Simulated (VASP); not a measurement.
Given:

```
CELL_PARAMETERS angstrom
     -1.71455     1.71455     1.71455
      1.71455    -1.71455     1.71455
      1.71455     1.71455    -1.71455
ATOMIC_POSITIONS crystal
  Li 0.00000 0.00000 0.00000
```

Calculation: PBE GGA, VASP's PBE PAW potentials (set 64) (plane waves; VASP 6.6.1). Numerical set-up: PREC = Normal, EDIFF = 1E-5, 450 eV cut-off, 17×17×17 Γ-centred mesh, first-order Methfessel-Paxton smearing of 0.10 eV, potentials Li_sv.

At this cut-off the stress carries a Pulay error, which pulls relaxed volumes low.

Task: Give the stress tensor in GPa (positive for a compressed cell).

Result: 
```
-1.18   0.00   0.00
 0.00  -1.18   0.00
 0.00   0.00  -1.18
```
The pressure is its mean diagonal, -1.18 GPa.

The compound is Li in the bcc structure. It was relaxed first, which changed the volume by -5 %.
